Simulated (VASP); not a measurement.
# ZrGaAs (P4_2/mmc) in VASP: notebook

One crystal, ZrGaAs, is run at these levels: PBE; tasks: single point.

Program: VASP 6.6.1. These are calculated values, not measurements. Logs are shortened: lines on timing, memory, paths and dates and some standing lists are left out, and cuts for length are marked.

### 1 The structure

The structure is tetragonal, space group P4_2/mmc (No. 131). The conventional cell has a = 4.010 Å, b = 4.010 Å, c = 7.679 Å, α = 90.00°, β = 90.00°, γ = 90.00°. Zr (site symmetry -4m2) is surrounded by 4 As at 2.78 Å and 4 Ga at 2.84 Å. Around Ga (site symmetry -4m2) lie 4 As at 2.78 Å and 4 Zr at 2.84 Å. As (site symmetry mmm) is surrounded by 4 Zr at 2.78 Å and 4 Ga at 2.78 Å.

The cell was built by a generator and needn't be a form met in nature.

### 2 Single point, PBE

INCAR reads:

```
  PREC = Accurate
  ENCUT = 520
  EDIFF = 1E-6
  ISMEAR = 0
  SIGMA = 0.1
  LREAL = F
  LASPH = T
  NELM = 100
  ALGO = Fast
  ISIF = 2
  LWAVE = F
  LCHARG = F
  GGA = PE
  NBANDS = 39
```

KPOINTS reads:

```
Automatic mesh
0
Gamma
  10 10 6
```

POSCAR reads:

```
ZrGaAs
1.0
    4.0098849980      0.0000000000      0.0000000000
    0.0000000000      4.0098849980      0.0000000000
    0.0000000000      0.0000000000      7.6794394809
Zr Ga As
2 2 2
Direct
    0.0000000000      0.0000000000      0.7500000000
    0.0000000000      0.0000000000      0.2500000000
    0.5000000000      0.5000000000      0.2500000000
    0.5000000000      0.5000000000      0.7500000000
    0.0000000000      0.5000000000      0.0000000000
    0.5000000000      0.0000000000      0.5000000000
```

Potentials or basis: VASP PAW PBE potentials, release 64 (Zr_sv, Ga_d, As).

Command:

```bash
> cat potpaw_PBE.64/Zr_sv/POTCAR potpaw_PBE.64/Ga_d/POTCAR potpaw_PBE.64/As/POTCAR > POTCAR
> mpirun -np 1 vasp_std > vasp.out
```

OUTCAR:

```text
PREC = Accurate
   ENCUT = 520
   EDIFF = 1E-6
   ISMEAR = 0
   LREAL = F
   LASPH = T
   NELM = 100
   ISIF = 2
   GGA = PE

 ion  position               nearest neighbor table
   1  0.000  0.000  0.750-   5 2.78   6 2.78   5 2.78   6 2.78   4 2.84   4 2.84   4 2.84   4 2.84
                             2 3.84   2 3.84
   2  0.000  0.000  0.250-   5 2.78   6 2.78   5 2.78   6 2.78   3 2.84   3 2.84   3 2.84   3 2.84
                             1 3.84   1 3.84
   3  0.500  0.500  0.250-   5 2.78   6 2.78   6 2.78   5 2.78   2 2.84   2 2.84   2 2.84   2 2.84

   4  0.500  0.500  0.750-   5 2.78   6 2.78   6 2.78   5 2.78   1 2.84   1 2.84   1 2.84   1 2.84

   5  0.000  0.500  0.000-   1 2.78   2 2.78   3 2.78   4 2.78   1 2.78   2 2.78   3 2.78   4 2.78

   6  0.500  0.000  0.500-   1 2.78   2 2.78   3 2.78   4 2.78   3 2.78   4 2.78   1 2.78   2 2.78

  LATTYP: Found a simple tetragonal cell.
 ALAT       =     4.0098849980
 C/A-ratio  =     1.9151271133

  Lattice vectors:

 A1 = (   4.0098849980,   0.0000000000,   0.0000000000)
 A2 = (   0.0000000000,   4.0098849980,   0.0000000000)
 A3 = (   0.0000000000,   0.0000000000,   7.6794394809)

Analysis of symmetry for initial positions (statically):
=====================================================================
 Subroutine PRICEL returns:
 Original cell was already a primitive cell.

 Routine SETGRP: Setting up the symmetry group for a
 simple tetragonal supercell.

 Subroutine GETGRP returns: Found 16 space group operations
 (whereof  8 operations were pure point group operations)
 out of a pool of 16 trial point group operations.

The static configuration has the point symmetry D_2h.
 The point group associated with its full space group is D_4h.

Analysis of symmetry for dynamics (positions and initial velocities):
=====================================================================
 Subroutine PRICEL returns:
 Original cell was already a primitive cell.

 Routine SETGRP: Setting up the symmetry group for a
 simple tetragonal supercell.

 Subroutine GETGRP returns: Found 16 space group operations
 (whereof  8 operations were pure point group operations)
 out of a pool of 16 trial point group operations.

The dynamic configuration has the point symmetry D_2h.
 The point group associated with its full space group is D_4h.

 Subroutine INISYM returns: Found 16 space group operations
 (whereof  8 operations are pure point group operations),
 and found     1 'primitive' translations

----------------------------------------------------------------------------------------

                                     Primitive cell

  volume of cell :     123.4791

  direct lattice vectors                    reciprocal lattice vectors
     4.009884998  0.000000000  0.000000000     0.249383711  0.000000000  0.000000000
     0.000000000  4.009884998  0.000000000     0.000000000  0.249383711  0.000000000
     0.000000000  0.000000000  7.679439481     0.000000000  0.000000000  0.130217837

  length of vectors
     4.009884998  4.009884998  7.679439481     0.249383711  0.249383711  0.130217837

  position of ions in fractional coordinates (direct lattice)
     0.000000000  0.000000000  0.750000000
     0.000000000  0.000000000  0.250000000
     0.500000000  0.500000000  0.250000000
     0.500000000  0.500000000  0.750000000
     0.000000000  0.500000000  0.000000000
     0.500000000  0.000000000  0.500000000

  ion indices of the primitive-cell ions
   primitive index   ion index
                 1           1
                 2           2
                 3           3
                 4           4
                 5           5
                 6           6

----------------------------------------------------------------------------------------

 KPOINTS: Automatic mesh

Automatic generation of k-mesh.
 Grid dimensions read from file:
 generate k-points for:   10   10    6

 Generating k-lattice:

  Cartesian coordinates                     Fractional coordinates (reciprocal lattice)
     0.024938371  0.000000000  0.000000000     0.100000000  0.000000000  0.000000000
     0.000000000  0.024938371  0.000000000     0.000000000  0.100000000  0.000000000
     0.000000000  0.000000000  0.021702973     0.000000000  0.000000000  0.166666667

  Length of vectors
     0.024938371  0.024938371  0.021702973

  Shift w.r.t. Gamma in fractional coordinates (k-lattice)
     0.000000000  0.000000000  0.000000000

 Subroutine IBZKPT returns following result:
 ===========================================

 Found     84 irreducible k-points:

 Following reciprocal coordinates:
            Coordinates               Weight
  0.000000  0.000000  0.000000      1.000000
  0.100000  0.000000  0.000000      4.000000
  0.200000  0.000000  0.000000      4.000000
  0.300000  0.000000  0.000000      4.000000
  0.400000  0.000000  0.000000      4.000000
  0.500000  0.000000  0.000000      2.000000
[... 16 lines left out ...]
  0.100000  0.000000  0.166667      8.000000
  0.200000  0.000000  0.166667      8.000000
 [... further k-points ...]
   k-points           NKPTS =     84   k-points in BZ     NKDIM =     84   number of bands    NBANDS=     39
   number of dos      NEDOS =    301   number of ions     NIONS =      6
   total plane-waves  NPLWV =  54000
   dimension x,y,z NGX =    30 NGY =   30 NGZ =   60
   dimension x,y,z NGXF=    60 NGYF=   60 NGZF=  120
   ions per type =               2   2   2
   NGX,Y,Z   is equivalent  to a cutoff of  12.44, 12.44, 12.99 a.u.
   NGXF,Y,Z  is equivalent  to a cutoff of  24.88, 24.88, 25.98 a.u.
 SYSTEM =  unknown system
   PREC   = accura    normal or accurate (medium, high low for compatibility)
   ISTART =      0    job   : 0-new  1-cont  2-samecut
   ICHARG =      2    charge: 1-file 2-atom 10-const
   ISPIN  =      1    spin polarized calculation?
   LNONCOLLINEAR =      F non collinear calculations
   LSORBIT =      F    spin-orbit coupling
   LASPH  =      T    aspherical Exc in radial PAW
   ENCUT  =  520.0 eV  38.22 Ry    6.18 a.u.   7.46  7.46 14.28*2*pi/ulx,y,z
   NELM   =    100;   NELMIN=  2; NELMDL= -5     # of ELM steps
   EDIFF  = 0.1E-05   stopping-criterion for ELM
   LREAL  =      F    real-space projection
   EDIFFG = 0.1E-04   stopping-criterion for IOM
   NSW    =      0    number of steps for IOM
   IBRION =     -1    ionic relax: 0-MD 1-quasi-New 2-CG
   NFREE  =      0    steps in history (QN), initial steepest desc. (CG)
   ISIF   =      2    stress and relaxation
   ISYM   =      2    0-nonsym 1-usesym 2-fastsym
   POTIM  = 0.5000    time-step for ionic-motion
   TEBEG  =    0.0;   TEEND  =   0.0 temperature during run
   PSTRESS=    0.0 pullay stress
   NELECT =      60.0000    total number of electrons
   NUPDOWN=      -1.0000    fix difference up-down
   EMIN   =  10.00;   EMAX   =-10.00  energy-range for DOS
   EFERMI =   0.00;   METHOD = LEGACY
   ISMEAR =     0;   SIGMA  =   0.10  broadening in eV -4-tet -1-fermi 0-gaus
   EFERMI_NEDOS =   21; number of points for ismear=-14 and -15
   IALGO  =     68    algorithm
   IMIX   =      4    mixing-type and parameters
     AMIX     =   0.40;   BMIX     =  1.00
     AMIX_MAG =   1.60;   BMIX_MAG =  1.00
  volume/ion in A,a.u.               =      20.58       138.88
  Fermi-wavevector in a.u.,A,eV,Ry     =   1.287046  2.432165 22.537886  1.656488
  Thomas-Fermi vector in A             =   2.419084
   LORBIT       =      0    0 simple, 1 ext, 2 COOP (PROOUT), +10 PAW based schemes
   GGA     = PE    functional components
   LHFCALC =     F    Hartree Fock is set to
   AEXX    =    0.0000 exact exchange contribution
   IVDW    =     0    specifies the selected vdW correction
   LEPSILON=     F    determine dielectric tensor
   LRPA    =     F    only Hartree local field effects (RPA)
 non-spin polarized calculation
 RMM-DIIS sequential band-by-band and
 Gauss-broadening in eV      SIGMA  =   0.10
  energy-cutoff  :      520.00
  volume of cell :      123.48
 maximum number of plane-waves:      3361
 NGX is ok and might be reduce to    30
   NGX = 15   NGY = 15   NGZ = 29

 number of electron      60.0000029 magnetization

 Free energy of the ion-electron system (eV)
  ---------------------------------------------------
  ext. energy  EPLUGINS =         0.00000000
  ---------------------------------------------------
  free energy    TOTEN  =       -34.96391133 eV

  energy without entropy =      -34.94656969  energy(sigma->0) =      -34.95524051

 E-fermi :   7.1730     XC(G=0): -10.7293

 val. band max:        7.1727152731   @ k =   0.4000   0.4000   0.0000
 cond. band min:       7.2040544856   @ k =   0.5000   0.4000   0.1667
 fundamental gap:      0.0313392125
 Fermi energy:         7.1730405384

 k-point     1 :       0.0000    0.0000    0.0000
  band No.  band energies     occupation
      1     -42.1858      2.00000
      2     -42.1808      2.00000
      3     -20.3700      2.00000
      4     -20.2584      2.00000
      5     -20.2277      2.00000
      6     -20.2277      2.00000
[... 31 lines left out ...]
     38       9.8777      0.00000
     39      10.7956      0.00000

 k-point     2 :       0.1000    0.0000    0.0000
  band No.  band energies     occupation
      1     -42.1855      2.00000
      2     -42.1805      2.00000
      3     -20.3688      2.00000
      4     -20.2577      2.00000
      5     -20.2357      2.00000
      6     -20.2275      2.00000
[... 31 lines left out ...]
     38       9.8538      0.00000
     39      11.0811      0.00000

 k-point     3 :       0.2000    0.0000    0.0000
  band No.  band energies     occupation
      1     -42.1848      2.00000
      2     -42.1797      2.00000
      3     -20.3658      2.00000
      4     -20.2567      2.00000
      5     -20.2563      2.00000
      6     -20.2405      2.00000
[... 832 lines left out ...]
 k-point    23 :       0.1000    0.0000    0.1667
  band No.  band energies     occupation
      1     -42.1852      2.00000
      2     -42.1809      2.00000
      3     -20.3615      2.00000
      4     -20.2652      2.00000
      5     -20.2349      2.00000
      6     -20.2267      2.00000
[... 31 lines left out ...]
     38      10.2229      0.00000
     39      11.0579      0.00000

 k-point    24 :       0.2000    0.0000    0.1667
  band No.  band energies     occupation
      1     -42.1844      2.00000
      2     -42.1801      2.00000
      3     -20.3585      2.00000
      4     -20.2636      2.00000
      5     -20.2557      2.00000
      6     -20.2417      2.00000
[... 31 lines left out ...]
     38      10.6204      0.00000
     39      10.8340      0.00000

 [... further k-points ...]

------------------------ aborting loop because EDIFF is reached ----------------------------------------

  FORCE on cell =-STRESS in cart. coord.  units (eV):
  Direction    XX          YY          ZZ          XY          YZ          ZX
  --------------------------------------------------------------------------------------
  -------------------------------------------------------------------------------------
  Total        0.1330852      0.1330852      0.1590890     -0.0000000      0.0000000      0.0000000
  in kB        1.7268194      1.7268194      2.0642266     -0.0000000      0.0000000      0.0000000
  external PRESSURE =       1.8392885 kB  Pullay stress =       0.0000000 kB

 VOLUME and BASIS-vectors are now :
 -----------------------------------------------------------------------------
  energy-cutoff  :      520.00
  volume of cell :      123.48
      direct lattice vectors                 reciprocal lattice vectors
     4.009884998  0.000000000  0.000000000     0.249383711  0.000000000  0.000000000
     0.000000000  4.009884998  0.000000000     0.000000000  0.249383711  0.000000000
     0.000000000  0.000000000  7.679439481     0.000000000  0.000000000  0.130217837

 POSITION                                       TOTAL-FORCE (eV/Angst)
 -----------------------------------------------------------------------------------
      0.00000      0.00000      5.75958         0.000000     -0.000000     -0.000000
      0.00000      0.00000      1.91986        -0.000000      0.000000     -0.000000
      2.00494      2.00494      1.91986        -0.000000      0.000000      0.000000
      2.00494      2.00494      5.75958        -0.000000      0.000000      0.000000
      0.00000      2.00494      0.00000        -0.000000      0.000000     -0.000000
      2.00494      0.00000      3.83972        -0.000000      0.000000     -0.000000
 -----------------------------------------------------------------------------------
    total drift:                                0.000000      0.000000      0.000000

  FREE ENERGIE OF THE ION-ELECTRON SYSTEM (eV)
  ---------------------------------------------------
  free  energy   TOTEN  =       -34.9639113296 eV

  energy  without entropy=      -34.9465696895  energy(sigma->0) =      -34.95524051
```

It took 9.5 min on 1 thread of Intel Xeon 6975P-C (Granite Rapids), shared host; peak memory 0.48 GiB.

Results:

```
Free energy            : -34.9639 eV
Pressure               : 0.2 GPa
Band gap on the k mesh : none (metal or under the smearing width)
```

### 3 Single point, PBE

This run uses another cell than the first one, of 19.70 Å³/atom, 0.957 times its volume.

INCAR reads:

```
SYSTEM = ZrGaAs
  PREC = Accurate
  ENCUT = 520
  EDIFF = 1E-6
  ISMEAR = 0
  SIGMA = 0.1
  LREAL = .FALSE.
  LASPH = .TRUE.
  NELM = 100
  ALGO = Fast
  ISIF = 2
  LWAVE = .FALSE.
  LCHARG = .FALSE.
  GGA = PE
  NBANDS = 39
```

KPOINTS reads:

```
Automatic mesh
0
G
  4 4 4
  0 0 0
```

POSCAR, as its differences from that of step 2:

```diff
@@ -2,5 +2,5 @@
 1.0
-    4.0098849980      0.0000000000      0.0000000000
-    0.0000000000      4.0098849980      0.0000000000
-    0.0000000000      0.0000000000      7.6794394809
+    4.3723391900      0.0000000000      0.0000000000
+    0.0000000000      4.3723391900      0.0000000000
+    0.0000000000      0.0000000000      6.1834213800
 Zr Ga As
```

Potentials or basis: VASP PAW PBE potentials, release 64 (Zr_sv, Ga_d, As).

Command:

```bash
> cat potpaw_PBE.64/Zr_sv/POTCAR potpaw_PBE.64/Ga_d/POTCAR potpaw_PBE.64/As/POTCAR > POTCAR
> mpirun -np 1 vasp_std > vasp.out
```

It took 2.1 min on 1 thread of Intel Xeon 6975P-C (Granite Rapids), shared host; peak memory 0.28 GiB.

It converged, with:

* Free energy: -33.5024 eV
* Pressure: 7.3 GPa
* Band gap on the k mesh: none (metal or under the smearing width)

Stress tensor (GPa, compression positive):
```
 2.04  0.00  0.00
 0.00  2.04  0.00
 0.00  0.00 17.90
```

Levels at points of the mesh, in eV from the Fermi level:
```
           k point  band 28  band 29  band 30  band 31  band 32  band 33
(0.00, 0.00, 0.00)    -2.69    -1.54    -0.14     0.85     1.19     1.19
(0.50, 0.00, 0.00)    -1.78    -1.25    -0.79     0.04     0.33     0.86
(0.50, 0.50, 0.00)    -2.57    -2.57    -0.31     1.17     1.24     1.71
(0.00, 0.00, 0.50)    -1.46    -1.04    -1.04     0.30     0.30     0.82
(0.50, 0.00, 0.50)    -2.08    -0.98     0.12     0.49     0.54     0.81
(0.50, 0.50, 0.50)    -1.52    -0.67    -0.67     0.29     0.29     0.73
```
